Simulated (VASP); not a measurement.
# TiB2 under strain, part 4 of 4

Aim: follow the pressure of TiB2 through compression, expansion and shear. All runs use LDA. Left out of this account: 1 further run (fields: a reference on another mesh). The start is a cell from a database of measured crystal structures.

VASP 6.6.1; LDA; plane waves and PAW (Ti_sv, B).

So far, pressure (GPa): step 2 (bands, cell as listed) -10.9; step 3 (cell volume +4.0 %) -19.5; step 4 (cell volume +8.0 %) -26.6; step 5 (bands, sheared, principal strains -3.5, +1.5, +2.0 %) -9.58; step 6 (cell volume -4.0 %) -0.431.

## 7. Bands, volume times 0.92

The cell is scaled evenly once more. A prediction first. A parabola through the 4 pressures of evenly scaled cells so far, P = -10.92 -238.2 t +453 t² GPa with t = ln(V/V₁) and V₁ the volume at scale 1, gives 12.10 GPa at t = -0.0834.

File INCAR:

```
SYSTEM = TiB2
PREC = Accurate
ENCUT = 420
EDIFF = 1E-06
NELM = 100
ISMEAR = -1
SIGMA = 0.05
LREAL = .FALSE.
ALGO = Normal
GGA = CA
NBANDS = 22
LASPH = .TRUE.
LORBIT = 11
LWAVE = .FALSE.
LCHARG = .FALSE.
KPAR = 4
```

File POSCAR:

```
TiB2
1.0
    2.9461660724      0.0000000000      0.0000000000
   -1.4730830362      2.5514546624      0.0000000000
    0.0000000000      0.0000000000      3.1399057666
Ti B
1 2
Direct
    0.0000000000      0.0000000000      0.0000000000
    0.3333333333      0.6666666667      0.5000000000
    0.6666666667      0.3333333333      0.5000000000
```

File KPOINTS:

```
Automatic mesh
0
Gamma
11 11 9
0 0 0
```

File KPOINTS_OPT:

```
Line mode
16
Line-mode
Reciprocal
  0.00000000   0.00000000   0.00000000 GAMMA
  0.50000000   0.00000000   0.00000000 M

  0.50000000   0.00000000   0.00000000 M
  0.33333333   0.33333333   0.00000000 K

  0.33333333   0.33333333   0.00000000 K
  0.00000000   0.00000000   0.00000000 GAMMA

  0.00000000   0.00000000   0.00000000 GAMMA
  0.00000000   0.00000000   0.50000000 A

  0.00000000   0.00000000   0.50000000 A
  0.50000000   0.00000000   0.50000000 L

  0.50000000   0.00000000   0.50000000 L
  0.33333333   0.33333333   0.50000000 H

  0.33333333   0.33333333   0.50000000 H
  0.00000000   0.00000000   0.50000000 A

  0.50000000   0.00000000   0.50000000 L
  0.50000000   0.00000000   0.00000000 M

  0.33333333   0.33333333   0.00000000 K
  0.33333333   0.33333333   0.50000000 H
```

PAW data sets: Ti_sv and B (LDA family, release 64).

On the command line:

```sh
mpirun -np 4 vasp_std
```

Output:

```text
[... set-up lines as in an earlier step ...]
 entering main loop
       N       E                     dE             d eps       ncg     rms          rms(c)
DAV:   1     0.115162905548E+03    0.11516E+03   -0.70135E+03  3544   0.817E+02
DAV:   2    -0.257996236324E+02   -0.14096E+03   -0.13297E+03  3742   0.255E+02
DAV:   3    -0.322082360581E+02   -0.64086E+01   -0.63364E+01  4192   0.553E+01
DAV:   4    -0.323254580054E+02   -0.11722E+00   -0.11714E+00  3870   0.715E+00
DAV:   5    -0.323273859004E+02   -0.19279E-02   -0.19279E-02  4256   0.846E-01    0.182E+01
DAV:   6    -0.268983835966E+02    0.54290E+01   -0.12861E+01  4468   0.369E+01    0.400E+00
DAV:   7    -0.268794864835E+02    0.18897E-01   -0.81228E-01  4004   0.814E+00    0.381E+00
DAV:   8    -0.268780173155E+02    0.14692E-02   -0.49791E-02  4588   0.171E+00    0.736E-01
DAV:   9    -0.268772949194E+02    0.72240E-03   -0.25864E-02  3900   0.168E+00    0.364E-01
DAV:  10    -0.268768891270E+02    0.40579E-03   -0.15056E-03  4630   0.401E-01    0.940E-02
DAV:  11    -0.268769257156E+02   -0.36589E-04   -0.43861E-04  3916   0.156E-01    0.395E-02
DAV:  12    -0.268769171066E+02    0.86090E-05   -0.18026E-05  3930   0.325E-02    0.654E-03
DAV:  13    -0.268769157315E+02    0.13751E-05   -0.29097E-06  3980   0.184E-02    0.263E-03
DAV:  14    -0.268769158436E+02   -0.11212E-06   -0.19536E-07  2148   0.361E-03
   1 F= -.26876916E+02 E0= -.26875644E+02  d E =-.254300E-02
 Start KPOINTS_OPT (optional k-point list driver)
k-point batch [1-80\144]
       N       E                     dE             ncg
DAV:   1    -0.138518015566E+04   -0.37285E+05     3542
DAV:   2    -0.125466212102E+05   -0.11161E+05     3808
DAV:   3    -0.130904575436E+05   -0.54384E+03     4214
DAV:   4    -0.131002344035E+05   -0.97769E+01     3796
DAV:   5    -0.131003601418E+05   -0.12574E+00     4162
DAV:   6    -0.131003622338E+05   -0.20920E-02     3874
DAV:   7    -0.131003622758E+05   -0.41966E-04     3984
DAV:   8    -0.131003622767E+05   -0.85780E-06     2680
k-point batch [81-144\144]
       N       E                     dE             ncg
DAV:   1     0.759387628130E+04   -0.47546E+05     2856
DAV:   2    -0.126161385328E+04   -0.88555E+04     3014
DAV:   3    -0.165028236722E+04   -0.38867E+03     3500
DAV:   4    -0.165582386277E+04   -0.55415E+01     3064
DAV:   5    -0.165589093986E+04   -0.67077E-01     3496
DAV:   6    -0.165589203517E+04   -0.10953E-02     3154
DAV:   7    -0.165589205616E+04   -0.20992E-04     3522
DAV:   8    -0.165589205656E+04   -0.39977E-06     2392
```

The job ended after 16 s (4 MPI ranks of Intel Xeon Platinum 8488C (Sapphire Rapids), shared host; peak memory 0.66 GiB; 60 s of CPU time).

From OUTCAR (step 7):

```text
   ENCUT  =  420.0 eV  30.87 Ry    5.56 a.u.   4.92  4.92  5.25*2*pi/ulx,y,z

   NELECT =      18.0000    total number of electrons

 E-fermi :  10.8374

 k-point     1 :       0.0000    0.0000    0.0000
  band No.  band energies     occupation
    ...
      5      -2.8570      2.00000
      6       8.1016      2.00000
      7       8.1016      2.00000
      8       8.5491      2.00000
      9       8.5976      2.00000
     10      12.9957      0.00000
     11      12.9957      0.00000
     12      14.9135      0.00000
     13      14.9135      0.00000
     14      17.0585      0.00000
    ...

  Total        2.1689117      2.1689117      1.1578786      0.0000000     -0.0000000     -0.0000000
  in kB      147.2281177    147.2281177     78.5980776      0.0000000     -0.0000000     -0.0000000
  external PRESSURE =     124.3514376 kB  Pullay stress =       0.0000000 kB

 POSITION                                       TOTAL-FORCE (eV/Angst)
 -----------------------------------------------------------------------------------
      0.00000      0.00000      0.00000         0.000000      0.000000      0.000000
     -0.00000      1.70097      1.56995         0.000000     -0.000000      0.000000
      1.47308      0.85048      1.56995        -0.000000      0.000000      0.000000
 -----------------------------------------------------------------------------------
    total drift:                               -0.000000      0.000000      0.000000

  FREE ENERGIE OF THE ION-ELECTRON SYSTEM (eV)
  ---------------------------------------------------
  free  energy   TOTEN  =       -26.8769158436 eV

  energy  without entropy=      -26.8743728486  energy(sigma->0) =      -26.87564435

[... 3 parts as in an earlier step ...]

[... 13 further parts left out ...]
```

This step gave:

```yaml
free_energy_toten: -26.88 eV
energy_at_zero_smearing: -26.88 eV
fermi_energy: 10.84 eV
pressure: 12.44 GPa
```

The electronic bands at the labelled points (eV, zero at the Fermi level; # counts the bands kept, so #1 is VASP's band 5):

```tsv
point	#2	#3	#4	#5	#6	#7	#8	#9
Γ	-2.74	-2.74	-2.29	-2.24	2.16	2.16	4.08	4.08
0.47 of the way	-5.07	-2.95	-2.91	-1.97	1.87	2.38	2.82	3.58
M	-9.11	-3.43	-3.31	-2.44	1.53	3.11	3.66	3.67
0.47 of the way	-8.93	-5.29	-3.11	-0.62	-0.06	2.52	3.27	5.56
K	-8.26	-7.65	-1.98	-1.98	1.55	1.55	2.24	7.62
0.47 of the way	-5.77	-4.40	-3.07	-0.91	1.00	1.61	3.29	4.89
Γ	-2.74	-2.74	-2.29	-2.24	2.16	2.16	4.08	4.08
0.47 of the way	-5.39	-2.13	-2.13	0.30	0.83	0.83	2.83	2.83
A	-7.81	-0.50	-0.50	-0.16	-0.16	0.51	0.51	1.86
0.53 of the way	-6.08	-5.07	-3.84	-1.64	1.83	2.36	3.12	3.85
L	-7.55	-4.90	-4.04	-3.00	2.82	3.32	5.14	5.16
0.53 of the way	-7.85	-5.45	-3.60	-3.12	2.83	3.87	4.73	5.11
H	-8.73	-5.82	-3.20	-3.20	2.84	4.90	4.90	5.08
0.47 of the way	-5.56	-5.55	-4.52	-2.02	2.16	2.59	3.49	4.43
A	-7.81	-0.50	-0.50	-0.16	-0.16	0.51	0.51	1.86
jump to L	-7.55	-4.90	-4.04	-3.00	2.82	3.32	5.14	5.16
0.53 of the way	-8.87	-4.15	-3.22	-2.76	2.14	3.08	3.20	5.13
M	-9.11	-3.43	-3.31	-2.44	1.53	3.11	3.66	3.67
jump to K	-8.26	-7.65	-1.98	-1.98	1.55	1.55	2.24	7.62
0.47 of the way	-8.47	-6.90	-2.69	-2.69	2.53	2.93	2.93	6.60
H	-8.73	-5.82	-3.20	-3.20	2.84	4.90	4.90	5.08
```

Of the projections kept (Ti, B), the largest for each band there; the rest of the weight can lie on other orbitals:

```tsv
point	#2	#3	#4	#5	#6	#7	#8	#9
Γ	B 0.57	B 0.57	Ti 0.99	B 0.82	Ti 1.00	Ti 1.00	Ti 0.63	Ti 0.63
M	B 0.86	Ti 0.60	B 0.93	Ti 0.90	Ti 1.00	Ti 0.98	Ti 0.91	B 0.90
K	B 0.83	B 0.71	Ti 0.67	Ti 0.67	Ti 0.85	Ti 0.85	Ti 0.89	Ti 0.57
Γ	B 0.57	B 0.57	Ti 0.99	B 0.82	Ti 1.00	Ti 1.00	Ti 0.63	Ti 0.63
A	B 0.54	B 1.00	B 1.00	Ti 0.85	Ti 0.85	Ti 1.00	Ti 1.00	Ti 0.93
L	B 0.87	B 0.68	Ti 0.72	B 0.64	Ti 0.99	Ti 1.00	Ti 0.76	Ti 0.83
```

The electronic bands as a text plot (rows in eV, shown from -8.0 to 6.2 only):

```
    5.9 |                   *            * ** *       * *      *
    5.3 |              *                **** ***      ***       *
    4.7 |        *                     ** ***** *     *  *      *
    4.1 |*   *  *       *   *         **   *  ** *     *  *    *
    3.6 | * * ****    ** *** *       ** ***    **     **
    3.0 |  ********  *  ***   *      * ************     ***   ***
    2.4 |** **    ***    ****  *    ****        ****  **** ****
    1.8 |  *****   *    ***  *  ******           * ***    ***
    1.2 |       *  ******     * *  **             ***
    0.6 |        *     *       * ***                **
    0.0 |         *   *       * ****                **
   -0.6 |         *    *         *  *              * *
   -1.2 |        *   *  *    *  * *  *            *
   -1.8 |  **      **    *     *   *  *          *  *      *
   -2.4 |**  ****  ***    *****    *   *        *        ** **
   -3.0 |******   *   *******       *   ********  **  ***     ***
   -3.6 | *   ****        *  *      **    *** *   *   ** **
   -4.1 |  *            **            * **     * *      *
   -4.7 |        *     *      *      * ***      **    **
   -5.3 |   *           *             *   **   **
   -5.9 |         *   *        *      *     *** **             **
   -6.5 |    *         *             * *                      *
   -7.1 |          ****         *   *          *  **         *
   -7.7 |     *      *           ***    ****        ***    **
         Γ      M   K       Γ     A      L   H      A|L   M|K   H
```

 The pressure is 12.44 GPa. The parabola predicted 12.10 GPa, -0.34 GPa off.

## 8. Bands, atoms displaced by up to 0.09 Å

The atoms are moved off their sites at random, as a crude picture of disorder.

INCAR is that of step 7.

File POSCAR:

```
TiB2
1.0
    3.0292000000      0.0000000000      0.0000000000
   -1.5146000000      2.6233641531      0.0000000000
    0.0000000000      0.0000000000      3.2284000000
Ti B
1 2
Direct
   -0.0087690000      0.0075620000     -0.0158200000
    0.3163360000      0.6657450000      0.5094240000
    0.6485310000      0.3332060000      0.4780380000
```

KPOINTS is that of step 7.

KPOINTS_OPT is that of step 7.

On the command line:

```sh
mpirun -np 4 vasp_std
```

Output:

```text
[... set-up lines as in an earlier step ...]
 entering main loop
       N       E                     dE             d eps       ncg     rms          rms(c)
DAV:   1     0.114371540201E+03    0.11437E+03   -0.69485E+03 24042   0.810E+02
DAV:   2    -0.253002579334E+02   -0.13967E+03   -0.13203E+03 25824   0.251E+02
DAV:   3    -0.319672140746E+02   -0.66670E+01   -0.65828E+01 29032   0.552E+01
DAV:   4    -0.320983119301E+02   -0.13110E+00   -0.13097E+00 26858   0.724E+00
DAV:   5    -0.321007359895E+02   -0.24241E-02   -0.24240E-02 28450   0.900E-01    0.163E+01
DAV:   6    -0.269009316585E+02    0.51998E+01   -0.13694E+01 29764   0.355E+01    0.361E+00
DAV:   7    -0.268508401169E+02    0.50092E-01   -0.96546E-01 28108   0.917E+00    0.332E+00
DAV:   8    -0.268443564248E+02    0.64837E-02   -0.67543E-02 33000   0.189E+00    0.837E-01
DAV:   9    -0.268408597613E+02    0.34967E-02   -0.42402E-02 26552   0.218E+00    0.377E-01
DAV:  10    -0.268397354325E+02    0.11243E-02   -0.33408E-03 30414   0.561E-01    0.664E-02
DAV:  11    -0.268397911903E+02   -0.55758E-04   -0.43985E-04 27554   0.144E-01    0.333E-02
DAV:  12    -0.268397882914E+02    0.28989E-05   -0.28254E-05 26760   0.529E-02    0.870E-03
DAV:  13    -0.268397852945E+02    0.29969E-05   -0.79776E-06 28330   0.318E-02    0.198E-03
DAV:  14    -0.268397851958E+02    0.98693E-07   -0.18185E-07 14386   0.339E-03
   1 F= -.26839785E+02 E0= -.26838671E+02  d E =-.222911E-02
 Start KPOINTS_OPT (optional k-point list driver)
k-point batch [1-144\144]
       N       E                     dE             ncg
DAV:   1     0.386275942135E+04   -0.84996E+05     6384
DAV:   2    -0.158607515570E+05   -0.19724E+05     6794
DAV:   3    -0.168391094453E+05   -0.97836E+03     7938
DAV:   4    -0.168556557154E+05   -0.16546E+02     6880
DAV:   5    -0.168558803950E+05   -0.22468E+00     7622
DAV:   6    -0.168558843795E+05   -0.39845E-02     7164
DAV:   7    -0.168558844628E+05   -0.83290E-04     7502
DAV:   8    -0.168558844645E+05   -0.17420E-05     5288
DAV:   9    -0.168558844647E+05   -0.17988E-06     4766
```

The job ended after 51 s (4 MPI ranks; peak memory 1.6 GiB).

Parts of OUTCAR (step 8):

```text
   NELECT =      18.0000    total number of electrons

 E-fermi :   9.8906

 k-point     1 :       0.0000    0.0000    0.0000
  band No.  band energies     occupation
    ...
      5      -3.3613      2.00000
      6       7.3131      2.00000
      7       7.3555      2.00000
      8       7.5515      2.00000
      9       7.9256      2.00000
     10      11.7831      0.00000
     11      11.7877      0.00000
     12      13.5674      0.00000
     13      13.5906      0.00000
     14      15.6895      0.00000
    ...

  Total       -1.5978077     -1.6047734     -1.8748758     -0.0095623     -0.0279582     -0.0167551
  in kB      -99.7840700   -100.2190850   -117.0871461     -0.5971697     -1.7460057     -1.0463687
  external PRESSURE =    -105.6967670 kB  Pullay stress =       0.0000000 kB

 POSITION                                       TOTAL-FORCE (eV/Angst)
 -----------------------------------------------------------------------------------
      2.99118      0.01984      3.17733        -0.202038     -0.298567      0.410632
     -0.05009      1.74649      1.64462         0.028491      0.184418     -0.813011
      1.45986      0.87412      1.54330         0.173547      0.114149      0.402379
 -----------------------------------------------------------------------------------
    total drift:                               -0.000002      0.000020     -0.000090

  FREE ENERGIE OF THE ION-ELECTRON SYSTEM (eV)
  ---------------------------------------------------
  free  energy   TOTEN  =       -26.8397851958 eV

  energy  without entropy=      -26.8375560840  energy(sigma->0) =      -26.83867064

[... 5 parts as in an earlier step ...]

[... 12 further parts left out ...]
```

This step gave:

- irreducible k-points: 545
- symmetry operations: 1
- free energy (TOTEN): -26.84 eV
- energy at zero smearing: -26.84 eV
- Fermi energy: 9.891 eV
- pressure: -10.57 GPa

Electronic bands along the path, in eV, zero at the Fermi level; # counts the bands kept, so #1 is VASP's band 5:

```tsv
point	#2	#3	#4	#5	#6	#7	#8	#9
Γ	-2.58	-2.54	-2.34	-1.97	1.89	1.90	3.68	3.70
0.47 of the way	-4.86	-2.81	-2.77	-1.79	1.64	2.11	2.55	3.24
M	-8.99	-3.21	-3.18	-2.19	1.34	2.76	3.23	3.37
0.47 of the way	-8.79	-5.06	-2.89	-0.56	-0.08	2.25	2.90	5.08
K	-8.09	-7.23	-1.85	-1.82	1.38	1.42	2.00	6.93
0.53 of the way	-5.08	-3.77	-2.84	-1.16	1.18	1.69	2.76	3.93
Γ	-2.58	-2.54	-2.34	-1.97	1.89	1.90	3.68	3.70
0.47 of the way	-5.20	-2.02	-1.97	0.27	0.72	0.75	2.56	2.58
A	-7.48	-0.58	-0.50	-0.16	-0.11	0.48	0.50	1.65
0.53 of the way	-5.88	-4.85	-3.59	-1.53	1.62	2.09	2.76	3.49
L	-7.35	-4.57	-3.77	-3.02	2.48	2.94	4.49	4.60
0.47 of the way	-7.51	-5.07	-3.46	-3.08	2.50	3.32	4.18	4.46
H	-8.37	-5.59	-3.09	-3.07	2.51	4.21	4.28	4.54
0.53 of the way	-5.83	-4.70	-3.91	-1.55	1.63	2.13	2.80	3.57
A	-7.48	-0.58	-0.50	-0.16	-0.11	0.48	0.50	1.65
jump to L	-7.35	-4.57	-3.77	-3.02	2.48	2.94	4.49	4.60
0.47 of the way	-8.34	-4.06	-3.13	-2.66	1.86	2.85	3.07	4.63
M	-8.99	-3.21	-3.18	-2.19	1.34	2.76	3.23	3.37
jump to K	-8.09	-7.23	-1.85	-1.82	1.38	1.42	2.00	6.93
0.53 of the way	-8.24	-6.39	-2.68	-2.66	2.31	2.85	2.86	5.73
H	-8.37	-5.59	-3.09	-3.07	2.51	4.21	4.28	4.54
```

Of the projections kept (Ti, B), the largest for each band there; the rest of the weight can lie on other orbitals:

```tsv
point	#2	#3	#4	#5	#6	#7	#8	#9
Γ	B 0.57	B 0.56	B 0.51	Ti 0.69	Ti 1.00	Ti 1.00	Ti 0.64	Ti 0.64
M	B 0.87	Ti 0.57	B 0.89	Ti 0.89	Ti 1.00	Ti 0.99	Ti 0.91	B 0.88
K	B 0.84	B 0.72	Ti 0.67	Ti 0.68	Ti 0.87	Ti 0.87	Ti 0.90	Ti 0.58
Γ	B 0.57	B 0.56	B 0.51	Ti 0.69	Ti 1.00	Ti 1.00	Ti 0.64	Ti 0.64
A	B 0.55	B 0.88	B 0.89	Ti 0.82	Ti 0.77	Ti 0.98	Ti 0.97	Ti 0.94
L	B 0.88	B 0.68	Ti 0.72	B 0.66	Ti 0.99	Ti 1.00	Ti 0.85	Ti 0.76
```

The electronic bands as a text plot (rows in eV, shown from -8.0 to 5.8 only):

```
    5.5 |         *         *           ****  *         **    *
    5.0 |              *                    *         **       **
    4.4 |        *                     **********     ****      *
    3.8 |*   ** *       *   *         **    * ** *     *  *    *
    3.2 | * *  ***    ** *** *       **   **   **
    2.7 |  ********  *  ***   *      * ************   *****   ***
    2.1 |** **    ***    ****  *    ****        ****  **** ****
    1.5 |  *****   **  ***   *  ******           * ***    ***
    0.9 |       *  * ** *     *  * **             ***
    0.4 |        *    **       ** **                **
   -0.2 |         *   *       * ** *               * *
   -0.8 |         *    *     *   ** *             *  *
   -1.4 |        * ***  **      *    *           *  *
   -1.9 |********  **     *** **   *  *         *         ***
   -2.5 |****     *  **  *****      *  *       *   *    **   **
   -3.1 | *  *****     *****        **  *******   **  *****    **
   -3.7 |  *    *       *    *        * ****     **   * **
   -4.3 |        *       *           * *       *      **
   -4.8 |   *          **     *        ****     **
   -5.4 |                      *      *    *****                *
   -6.0 |         *   **             *          **             *
   -6.6 |    *       **         *   *  *       *  *          **
   -7.1 |          **            * *    **         **      **
   -7.7 |     *     **            *       *** *      ***
         Γ      M   K       Γ     A      L   H      A|L   M|K   H
```

Force by atom:

```tsv
atom	x (eV/Å)	y (eV/Å)	z (eV/Å)	size
Ti1	-0.202	-0.299	0.411	0.546
B2	0.028	0.184	-0.813	0.834
B3	0.174	0.114	0.402	0.453
```

 The pressure is -10.57 GPa, and the symmetry operations fall from 24 to 1.

## 9. Side by side

```
                                         cell     mesh  pressure (GPa)  gap (eV)
                               cell as listed  11×11×9          -10.94      none
                            volume times 1.04  11×11×9          -19.54      none
                            volume times 1.08  11×11×9          -26.58      none
sheared, principal strains -3.5, +1.5, +2.0 %  11×11×9           -9.58      none
                            volume times 0.96  11×11×9           -0.43      none
                            volume times 0.92  11×11×9           12.44      none
              atoms displaced by up to 0.09 Å  11×11×9          -10.57      none
```

## 10. Summary of results

* pressure, cell as listed: -10.9 GPa
* pressure, volume times 1.04: -19.5 GPa
* pressure, volume times 1.08: -26.6 GPa
* pressure, sheared, principal strains -3.5, +1.5, +2.0 %: -9.58 GPa
* pressure, volume times 0.96: -0.431 GPa
* pressure, volume times 0.92: 12.4 GPa
* pressure, atoms displaced by up to 0.09 Å: -10.6 GPa
* bulk modulus at the listed volume, shape and positions held: 240 GPa

What this shows: The slope of pressure against ln V at the listed volume gives a bulk modulus of 240 GPa at fixed shape and positions (not that of equilibrium, since the cell bears -10.9 GPa there).

[Lines on the potential files, build, host, timing and source positions are cut from VASP's logs without a mark.]

[Logs are printed without paths, hosts, clocks, repeated set-up lines and the standing remarks that a program may print on its own settings, such as how far it seeks lower states.]

[Hosts, paths, dates, database ids (printed as entryN), source tags and the programs' standing remarks are cut or masked in the printed files.]

[A measured line is paired with the nearest computed mode of its activity, which favours agreement.]
